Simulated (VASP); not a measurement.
The input files of a VASP run:

### INCAR
```
SYSTEM = SnGe
PREC = Accurate
ENCUT = 300
EDIFF = 1E-6
NELM = 100
ALGO = Normal
LREAL = .FALSE.
LASPH = .TRUE.
ISMEAR = -1
SIGMA = 0.1
GGA = PE
LMAXMIX = 4
LWAVE = .FALSE.
LCHARG = .FALSE.
ISIF = 2
```

File POSCAR:
```
SnGe
17.2125260
  0.2536621295   0.0000000000   0.0000000000
  0.0000000000   0.2996557856   0.0000000000
  0.0000000000   0.0000000000   1.0000000000
Sn Ge
2 2
Cartesian
  0.1902465972   0.2613897417   0.5933190000
  0.0634155324   0.1115618490   0.4066810000
  0.0634155324   0.1505171011   0.5725980000
  0.1902465972   0.0006892083   0.4274020000
```

### KPOINTS
```
Automatic
0
gamma
3 2 1
0 0 0
```

POTCAR, in this order: Sn_d Ge_d (PBE.64 set). Program: vasp_std.

Task: Translate this PBE calculation to Quantum ESPRESSO's pw.x.

Result: One equivalent input (not run):
```
&CONTROL
  calculation = 'scf'
  pseudo_dir = './pseudo'
  outdir = './out'
  tprnfor = .true.
  tstress = .true.
/
&SYSTEM
  ibrav = 0
  nat = 4
  ntyp = 2
  ecutwfc = 78
  occupations = 'smearing'
  smearing = 'fermi-dirac'
  degauss = 0.00735
  input_dft = 'pbe'
/
&ELECTRONS
  conv_thr = 7.3e-08
  electron_maxstep = 100
/
ATOMIC_SPECIES
  Sn 118.710 Sn.upf
  Ge 72.630 Ge.upf
CELL_PARAMETERS angstrom
     4.3661660    0.0000000    0.0000000
     0.0000000    5.1578330    0.0000000
     0.0000000    0.0000000   17.2125260
ATOMIC_POSITIONS crystal
  Sn   0.7500000  0.8723000  0.5933190
  Sn   0.2500000  0.3723000  0.4066810
  Ge   0.2500000  0.5023000  0.5725980
  Ge   0.7500000  0.0023000  0.4274020
K_POINTS automatic
  3 2 1 0 0 0
```
What does not carry over: the potentials are each code's own (VASP's PAW set, PseudoDojo norm-conserving files in pw.x), so ENCUT and ecutwfc are chosen apart and not converted; conv_thr bounds pw.x's estimated SCF error, while EDIFF bounds the energy change between steps.

The cell is a sheet with vacuum, built from a generated structure.
